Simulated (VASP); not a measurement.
# LiCl: what moves the LDA gap besides the functional

How far does the LDA gap of LiCl depend on mesh and cell? The starting structure is a measured crystal structure from the Crystallography Open Database. Cell and atoms stay as given unless a step says otherwise.

Program: VASP 6.6.1. Level of theory: Kohn-Sham DFT with plane waves and PAW; LDA. Results are calculated unless marked as measured.

## (1) Starting point

It takes space group Fm-3m (No. 225, cubic). The conventional cell has a = 5.143 Å, b = 5.143 Å, c = 5.143 Å, α = 90.00°, β = 90.00°, γ = 90.00°. Nearest to Cl lie 6 Li at 2.57 Å. Li has 6 Cl at 2.57 Å nearest. Farther neighbours and most contacts between anions are not listed.

## (2) Reference bands

File INCAR:

```
SYSTEM = LiCl
PREC = Accurate
ENCUT = 580
EDIFF = 1E-06
NELM = 100
ISMEAR = 0
SIGMA = 0.03
LREAL = .FALSE.
ALGO = Normal
GGA = CA
NBANDS = 17
LORBIT = 11
LWAVE = .FALSE.
LCHARG = .FALSE.
KPAR = 4
LASPH = .TRUE.
```

File POSCAR:

```
LiCl
1.0
    0.0000000000      2.5715000000      2.5715000000
    2.5715000000      0.0000000000      2.5715000000
    2.5715000000      2.5715000000      0.0000000000
Cl Li
1 1
Direct
    0.5000000000      0.5000000000      0.5000000000
    0.0000000000      0.0000000000      0.0000000000
```

File KPOINTS:

```
Automatic mesh
0
Gamma
8 8 8
0 0 0
```

File KPOINTS_OPT:

```
Line mode
10
Line-mode
Reciprocal
  0.00000000   0.00000000   0.00000000 GAMMA
  0.50000000   0.00000000   0.50000000 X

  0.50000000   0.00000000   0.50000000 X
  0.50000000   0.25000000   0.75000000 W

  0.50000000   0.25000000   0.75000000 W
  0.37500000   0.37500000   0.75000000 K

  0.37500000   0.37500000   0.75000000 K
  0.00000000   0.00000000   0.00000000 GAMMA

  0.00000000   0.00000000   0.00000000 GAMMA
  0.50000000   0.50000000   0.50000000 L

  0.50000000   0.50000000   0.50000000 L
  0.62500000   0.25000000   0.62500000 U

  0.62500000   0.25000000   0.62500000 U
  0.50000000   0.25000000   0.75000000 W

  0.50000000   0.25000000   0.75000000 W
  0.50000000   0.50000000   0.50000000 L

  0.50000000   0.50000000   0.50000000 L
  0.37500000   0.37500000   0.75000000 K

  0.62500000   0.25000000   0.62500000 U
  0.50000000   0.00000000   0.50000000 X
```

PAW data sets: Cl and Li_sv (LDA family, release 64).

The run is started by

```
$ mpirun -np 4 vasp_std
```

What it wrote:

```text
[banner, memory and clock lines left out]
running    4 mpi-ranks, on    1 nodes
 distrk:  each k-point on    1 cores,    4 groups
 distr:  one band on    1 cores,    1 groups

 POSCAR found type information on POSCAR ClLi
 POSCAR found :  2 types and       2 ions
 LDA part: xc-table for (Slater(with rela. corr.)+CA(PZ))
 , standard interpolation
 POSCAR, INCAR and KPOINTS ok, starting setup
 FFT: planning ... GRIDC
 FFT: planning ... GRID_SOFT
 FFT: planning ... GRID
 WAVECAR not read
 entering main loop
       N       E                     dE             d eps       ncg     rms          rms(c)
DAV:   1     0.389263123964E+02    0.38926E+02   -0.42290E+03   986   0.583E+02
DAV:   2    -0.582657332662E+01   -0.44753E+02   -0.42395E+02  1304   0.120E+02
DAV:   3    -0.809130656981E+01   -0.22647E+01   -0.22559E+01  1308   0.262E+01
DAV:   4    -0.813301140248E+01   -0.41705E-01   -0.41685E-01  1337   0.360E+00
DAV:   5    -0.813381801402E+01   -0.80661E-03   -0.80653E-03  1340   0.443E-01    0.233E+00
DAV:   6    -0.806402216743E+01    0.69796E-01   -0.10083E-01  1336   0.111E+00    0.160E+00
DAV:   7    -0.805645467824E+01    0.75675E-02   -0.26181E-02  1528   0.635E-01    0.825E-01
DAV:   8    -0.805624363597E+01    0.21104E-03   -0.27395E-03  1397   0.268E-01    0.197E-01
DAV:   9    -0.805618319750E+01    0.60438E-04   -0.15390E-04  1320   0.657E-02    0.504E-02
DAV:  10    -0.805618992645E+01   -0.67290E-05   -0.15591E-05  1326   0.188E-02    0.488E-03
DAV:  11    -0.805618999743E+01   -0.70975E-07   -0.18406E-06  1120   0.619E-03
   1 F= -.80561900E+01 E0= -.80561900E+01  d E =-.350695E-65
 Start KPOINTS_OPT (optional k-point list driver)
k-point batch [1-29\100]
       N       E                     dE             ncg
DAV:   1    -0.206295821261E+04   -0.11748E+05      986
DAV:   2    -0.327484201518E+04   -0.12119E+04     1366
DAV:   3    -0.333683041427E+04   -0.61988E+02     1329
DAV:   4    -0.333766225828E+04   -0.83184E+00     1455
DAV:   5    -0.333767241094E+04   -0.10153E-01     1332
DAV:   6    -0.333767257836E+04   -0.16742E-03     1413
DAV:   7    -0.333767258172E+04   -0.33595E-05     1239
DAV:   8    -0.333767258182E+04   -0.99665E-07     1109
[...]
k-point batch [88-100\100]
       N       E                     dE             ncg
DAV:   1     0.531214105139E+04   -0.64399E+04      442
DAV:   2     0.481530636015E+04   -0.49683E+03      599
DAV:   3     0.479096057648E+04   -0.24346E+02      600
DAV:   4     0.479056425910E+04   -0.39632E+00      644
DAV:   5     0.479056087044E+04   -0.33887E-02      640
DAV:   6     0.479056084994E+04   -0.20494E-04      636
DAV:   7     0.479056084988E+04   -0.59633E-07      585
```

The job ended after 24 s (4 MPI ranks of AMD EPYC 7R43, shared host; peak memory 0.49 GiB).

The logs omit lines about the potential files and the build; timing stands in the text.

Parts of OUTCAR (step 2):

```text
ion  position               nearest neighbor table
   1  0.500  0.500  0.500-   2 2.57   2 2.57   2 2.57   2 2.57   2 2.57   2 2.57
   2  0.000  0.000  0.000-   1 2.57   1 2.57   1 2.57   1 2.57   1 2.57   1 2.57

  LATTYP: Found a face centered cubic cell.
 ALAT       =     5.1430000000

 Subroutine GETGRP returns: Found 48 space group operations
 (whereof 48 operations were pure point group operations)

The static configuration has the point symmetry O_h .

 Found     29 irreducible k-points:

   k-points           NKPTS =     29   k-points in BZ     NKDIM =     29   number of bands    NBANDS=     17

   dimension x,y,z NGX =    30 NGY =   30 NGZ =   30
   dimension x,y,z NGXF=    60 NGYF=   60 NGZF=   60

   ENCUT  =  580.0 eV  42.63 Ry    6.53 a.u.   7.14  7.14  7.14*2*pi/ulx,y,z

   NELECT =      10.0000    total number of electrons

 k-points in reciprocal lattice and weights: Automatic mesh
   0.00000000  0.00000000  0.00000000       0.002
   0.12500000  0.00000000  0.00000000       0.016
   0.25000000  0.00000000  0.00000000       0.016
   0.37500000  0.00000000  0.00000000       0.016
   0.50000000  0.00000000  0.00000000       0.008
   0.12500000  0.12500000  0.00000000       0.012
   0.25000000  0.12500000  0.00000000       0.047
   0.37500000  0.12500000  0.00000000       0.047
   0.50000000  0.12500000  0.00000000       0.047
[...]
-0.37500000  0.50000000  0.12500000       0.023
  -0.25000000  0.50000000  0.25000000       0.012

 average (electrostatic) potential at core
       1 -96.6744       2 -64.9389

 E-fermi :   0.7502

 k-point     1 :       0.0000    0.0000    0.0000
  band No.  band energies     occupation
      1     -42.0863      2.00000
      2     -12.9048      2.00000
      3       0.3933      2.00000
      4       0.3933      2.00000
      5       0.3933      2.00000
      6       6.3519      0.00000
      7      12.1213      0.00000
      8      12.1213      0.00000
      9      12.1213      0.00000
     10      14.4577      0.00000
    ...

 k-point     2 :       0.1250    0.0000    0.0000
  band No.  band energies     occupation
      1     -42.0858      2.00000
      2     -12.8285      2.00000
      3      -0.1491      2.00000
      4       0.3520      2.00000
      5       0.3520      2.00000
      6       6.8185      0.00000
      7      11.2823      0.00000
      8      11.9771      0.00000
      9      11.9771      0.00000
     10      13.2406      0.00000
    ...

 k-point     3 :       0.2500    0.0000    0.0000
  band No.  band energies     occupation
      1     -42.0848      2.00000
      2     -12.6335      2.00000
      3      -1.2231      2.00000
      4       0.2580      2.00000
      5       0.2580      2.00000
      6       7.2501      0.00000
      7      10.7978      0.00000
      8      10.7978      0.00000
      9      11.0700      0.00000
     10      14.1434      0.00000
    ...

  Total       -0.7430845     -0.7430845     -0.7430845     -0.0000000     -0.0000000      0.0000000
  in kB      -35.0073477    -35.0073477    -35.0073477     -0.0000000     -0.0000000      0.0000000
  external PRESSURE =     -35.0073477 kB  Pullay stress =       0.0000000 kB

  energy-cutoff  :      580.00
  volume of cell :       34.01
      direct lattice vectors                 reciprocal lattice vectors
     0.000000000  2.571500000  2.571500000    -0.194439043  0.194439043  0.194439043
     2.571500000  0.000000000  2.571500000     0.194439043 -0.194439043  0.194439043
     2.571500000  2.571500000  0.000000000     0.194439043  0.194439043 -0.194439043

 POSITION                                       TOTAL-FORCE (eV/Angst)
 -----------------------------------------------------------------------------------
      2.57150      2.57150      2.57150        -0.000000     -0.000000     -0.000000
      0.00000      0.00000      0.00000         0.000000      0.000000      0.000000
 -----------------------------------------------------------------------------------
    total drift:                               -0.000000     -0.000000      0.000000

  FREE ENERGIE OF THE ION-ELECTRON SYSTEM (eV)
  ---------------------------------------------------
  free  energy   TOTEN  =        -8.0561899974 eV

  energy  without entropy=       -8.0561899974  energy(sigma->0) =       -8.05619000

 total charge
# of ion       s       p       d       tot
------------------------------------------
    1        1.585   3.554   0.000   5.139
    2        2.005   0.045   0.000   2.050
--------------------------------------------------
tot          3.590   3.600   0.000   7.189

[... 3 further parts left out ...]
```

At this level the cell is under a tension of 3.5 GPa, so at these settings it is away from equilibrium.

The reference gap is 5.954 eV.

## (3) Bands with cell and atoms relaxed by LDA

Against step 2 the input has another starting structure. The cell comes from a relaxation at this level, not shown (30.50 Å³).

INCAR is that of step 2.

File POSCAR:

```
LiCl
1.0
    0.0000000000      2.4799637232      2.4799637232
    2.4799637232      0.0000000000      2.4799637232
    2.4799637232      2.4799637232      0.0000000000
Cl Li
1 1
Direct
    0.5000000000      0.5000000000      0.5000000000
    0.0000000000      0.0000000000      0.0000000000
```

KPOINTS is that of step 2.

KPOINTS_OPT is that of step 2.

The run is started by

```
$ mpirun -np 4 vasp_std
```

What it wrote:

```text
[... set-up lines as in an earlier step ...]
 entering main loop
       N       E                     dE             d eps       ncg     rms          rms(c)
DAV:   1     0.374376404798E+02    0.37438E+02   -0.43088E+03   986   0.583E+02
DAV:   2    -0.614902893108E+01   -0.43587E+02   -0.41658E+02  1331   0.123E+02
DAV:   3    -0.813439929225E+01   -0.19854E+01   -0.19767E+01  1289   0.249E+01
DAV:   4    -0.816531939399E+01   -0.30920E-01   -0.30911E-01  1320   0.316E+00
[...]
DAV:   9    -0.809597283449E+01    0.48654E-04   -0.11316E-04  1292   0.561E-02    0.368E-02
DAV:  10    -0.809597831650E+01   -0.54820E-05   -0.86413E-06  1341   0.151E-02    0.254E-03
DAV:  11    -0.809597840773E+01   -0.91229E-07   -0.14875E-06  1059   0.493E-03
   1 F= -.80959784E+01 E0= -.80959784E+01  d E =-.678137E-60
 Start KPOINTS_OPT (optional k-point list driver)
k-point batch [1-29\100]
       N       E                     dE             ncg
DAV:   1    -0.186241470593E+04   -0.12733E+05      986
DAV:   2    -0.307969787476E+04   -0.12173E+04     1303
DAV:   3    -0.313418773727E+04   -0.54490E+02     1327
DAV:   4    -0.313490233773E+04   -0.71460E+00     1297
DAV:   5    -0.313491072497E+04   -0.83872E-02     1355
DAV:   6    -0.313491087501E+04   -0.15004E-03     1313
DAV:   7    -0.313491087816E+04   -0.31576E-05     1313
DAV:   8    -0.313491087824E+04   -0.79725E-07     1034
[...]
k-point batch [88-100\100]
       N       E                     dE             ncg
DAV:   1     0.546287210189E+04   -0.69469E+04      442
DAV:   2     0.494519622152E+04   -0.51768E+03      625
DAV:   3     0.492235983169E+04   -0.22836E+02      555
DAV:   4     0.492201435739E+04   -0.34547E+00      675
DAV:   5     0.492201284302E+04   -0.15144E-02      564
DAV:   6     0.492201281871E+04   -0.24309E-04      692
DAV:   7     0.492201281868E+04   -0.28436E-07      462
```

Wall time 27 s (4 MPI ranks); peak memory 0.44 GiB.

Parts of OUTCAR (step 3):

```text
  Total        0.0083299      0.0083299      0.0083299      0.0000000      0.0000000      0.0000000
  in kB        0.4375077      0.4375077      0.4375077      0.0000000      0.0000000      0.0000000
  external PRESSURE =       0.4375077 kB  Pullay stress =       0.0000000 kB

 POSITION                                       TOTAL-FORCE (eV/Angst)
 -----------------------------------------------------------------------------------
      2.47996      2.47996      2.47996         0.000000     -0.000000     -0.000000
      0.00000      0.00000      0.00000        -0.000000      0.000000      0.000000
 -----------------------------------------------------------------------------------
    total drift:                                0.000000      0.000000      0.000000

  FREE ENERGIE OF THE ION-ELECTRON SYSTEM (eV)
  ---------------------------------------------------
  free  energy   TOTEN  =        -8.0959784077 eV

  energy  without entropy=       -8.0959784077  energy(sigma->0) =       -8.09597841

[... 1 part as in an earlier step ...]

[... 2 further parts left out ...]
[key lines of the parts left out:]
E-fermi :   1.6132
```

With cell and atoms relaxed by LDA the gap is 6.509 eV, +0.555 eV from the reference.

## (4) Bands with a 10×10×10 mesh

Against step 2 the input has a 10×10×10 mesh.

INCAR is that of step 3.

File POSCAR:

```
LiCl
1.0
    0.0000000000      2.5715000000      2.5715000000
    2.5715000000      0.0000000000      2.5715000000
    2.5715000000      2.5715000000      0.0000000000
Cl Li
1 1
Direct
    0.5000000000      0.5000000000      0.5000000000
    0.0000000000      0.0000000000      0.0000000000
```

File KPOINTS:

```
Automatic mesh
0
Gamma
10 10 10
0 0 0
```

KPOINTS_OPT is that of step 3.

The run is started by

```
$ mpirun -np 4 vasp_std
```

What it wrote:

```text
[... set-up lines as in an earlier step ...]
 entering main loop
       N       E                     dE             d eps       ncg     rms          rms(c)
DAV:   1     0.404392537985E+02    0.40439E+02   -0.39116E+03  1598   0.572E+02
DAV:   2    -0.555737203886E+01   -0.45997E+02   -0.43628E+02  2164   0.124E+02
DAV:   3    -0.808945484652E+01   -0.25321E+01   -0.25214E+01  2057   0.268E+01
DAV:   4    -0.813291109773E+01   -0.43456E-01   -0.43437E-01  2122   0.362E+00
[...]
DAV:   9    -0.805620939993E+01    0.61210E-04   -0.15398E-04  2078   0.650E-02    0.491E-02
DAV:  10    -0.805621631778E+01   -0.69179E-05   -0.14568E-05  2133   0.183E-02    0.349E-03
DAV:  11    -0.805621643638E+01   -0.11860E-06   -0.17262E-06  1785   0.586E-03
   1 F= -.80562164E+01 E0= -.80562164E+01  d E =-.460977E-64
 Start KPOINTS_OPT (optional k-point list driver)
k-point batch [1-47\100]
       N       E                     dE             ncg
DAV:   1    -0.323845102834E+04   -0.17019E+05     1598
DAV:   2    -0.523562869594E+04   -0.19972E+04     2102
DAV:   3    -0.534092491072E+04   -0.10530E+03     2179
DAV:   4    -0.534264708376E+04   -0.17222E+01     2136
DAV:   5    -0.534266810662E+04   -0.21023E-01     2262
DAV:   6    -0.534266840469E+04   -0.29807E-03     2173
DAV:   7    -0.534266841045E+04   -0.57609E-05     2149
DAV:   8    -0.534266841058E+04   -0.12844E-06     1659
[...]
k-point batch [95-100\100]
       N       E                     dE             ncg
DAV:   1     0.163563989035E+05   -0.28447E+04      204
DAV:   2     0.161019764318E+05   -0.25442E+03      276
DAV:   3     0.160890202885E+05   -0.12956E+02      276
DAV:   4     0.160887284925E+05   -0.29180E+00      288
DAV:   5     0.160887259990E+05   -0.24934E-02      310
DAV:   6     0.160887259868E+05   -0.12213E-04      288
DAV:   7     0.160887259868E+05   -0.52758E-07      288
```

Run time: 35 s. Hardware: 4 MPI ranks; peak memory 0.56 GiB.

From OUTCAR (step 4):

```text
  Total       -0.7431047     -0.7431047     -0.7431047      0.0000000     -0.0000000      0.0000000
  in kB      -35.0082977    -35.0082977    -35.0082977      0.0000000     -0.0000000      0.0000000
  external PRESSURE =     -35.0082977 kB  Pullay stress =       0.0000000 kB

  FREE ENERGIE OF THE ION-ELECTRON SYSTEM (eV)
  ---------------------------------------------------
  free  energy   TOTEN  =        -8.0562164364 eV

  energy  without entropy=       -8.0562164364  energy(sigma->0) =       -8.05621644

[... 2 parts as in an earlier step ...]

[... 2 further parts left out ...]
[key lines of the parts left out:]
E-fermi :   0.7502
```

With a 10×10×10 mesh the gap is 5.954 eV, +0.000 eV from the reference.

## (5) All runs side by side

| run | gap (eV) | change (eV) | core minutes |
| --- | --- | --- | --- |
| reference | 5.954 | - | 1.6 |
| cell and atoms relaxed by LDA | 6.509 | 0.555 | 1.8 |
| a 10×10×10 mesh | 5.954 | 0.0 | 2.33 |

Core minutes are wall time times ranks of the run shown, on a shared host.

## (6) What came out

| Quantity | Value |
| --- | --- |
| reference gap | 5.954 eV |
| gap with cell and atoms relaxed by LDA | 6.509 eV |
| gap with a 10×10×10 mesh | 5.954 eV |

In words: Among the runs that read a gap along the path, the one with cell and atoms relaxed by LDA moves it most, by +0.555 eV. On finer settings it changes by +0.000 eV with a 10×10×10 mesh. The functional's own error isn't tested here. Further runs on this material are not shown.

[Lines on the potential files, build, host, timing and source positions are cut from VASP's logs without a mark.]

[Logs are printed without paths, hosts, clocks, repeated set-up lines and the standing remarks that a program may print on its own settings, such as how far it seeks lower states.]

[Hosts, paths, dates, database ids (printed as entryN), source tags and the programs' standing remarks are cut or masked in the printed files.]
